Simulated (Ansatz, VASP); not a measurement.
La2Zr2O: VASP beside Ansatz

Contents of INCAR:

```
ALGO = Normal ; EDIFF = 1E-6
EDIFFG = -0.01 ; ENCUT = 600
GGA = PE ; IBRION = 2
ISIF = 3 ; ISMEAR = 0
LASPH = True ; LCHARG = False
LREAL = False ; LWAVE = False
NELM = 100 ; NSW = 100
PREC = Accurate ; SIGMA = 0.1
```

File KPOINTS:

```
k-points
0
Gamma
  12 12 6
```

File POSCAR:

```
La2Zr2O
1.0
    5.1876736520      0.0000000000      0.0000000000
   -2.5938368260      4.4926571692      0.0000000000
    0.0000000000      0.0000000000      6.5200875492
La Zr O
2 2 1
Direct
    0.3333333333      0.6666666667      0.5000000000
    0.6666666667      0.3333333333      0.5000000000
    0.0000000000      0.0000000000      0.8062083894
    0.0000000000      0.0000000000      0.1937916106
    0.0000000000      0.0000000000      0.5000000000
```

Input for Ansatz:

```yaml
crystal:
  lattice:
    - [5.187673652, 0.0, 0.0]
    - [-2.593836826, 4.4926571692, 0.0]
    - [0.0, 0.0, 6.5200875492]
  atoms:
    - { symbol: La, position: [0.3333333333, 0.6666666667, 0.5] }
    - { symbol: La, position: [0.6666666667, 0.3333333333, 0.5] }
    - { symbol: Zr, position: [0.0, 0.0, 0.8062083894] }
    - { symbol: Zr, position: [0.0, 0.0, 0.1937916106] }
    - { symbol: O, position: [0.0, 0.0, 0.5] }
basis:
  ecutwfc: 420
kpoints:
  mp_grid: { grid: [12, 12, 6] }
hamiltonian:
  xc: pbe
scf:
  occupations: { method: gaussian, width: 0.1 }
output:
  forces: true
  stress: true
  eigenvalues: true
relax:
  adjacent_minimum: "off"
  f_tol: 0.01
  max_steps: 80
  cell: { stress_tol: 0.05 }
```

Alike in both runs: task relaxation of cell and atoms; functional PBE; k mesh 12 × 12 × 6; occupations gaussian, width 0.1 eV; no spin polarisation.

```csv
,VASP,Ansatz
version,VASP 6.6.1,Ansatz 0.2.0
potentials or method,"VASP PAW PBE potentials, release 64 (La, Zr_sv, O)","scalar-relativistic, plane waves, PAW"
plane-wave cutoff (eV),600,420
valence electrons in the cell,52,52
```

|  | VASP | Ansatz | Ansatz less VASP |
| --- | --- | --- | --- |
| gap on the k mesh at the Fermi level, each at its own relaxed structure (eV) | none | none | - |
| relaxed volume (Å³/atom) | 30.39 | 30.43 | +0.036 |
| relaxed cell length with the largest relative difference (Å) | 6.530 | 6.519 | -0.0105 |

A gap of «none» marks a metal or a gap that the smearing closes.

Spin-orbit coupling is left out, which matters for the levels of La.
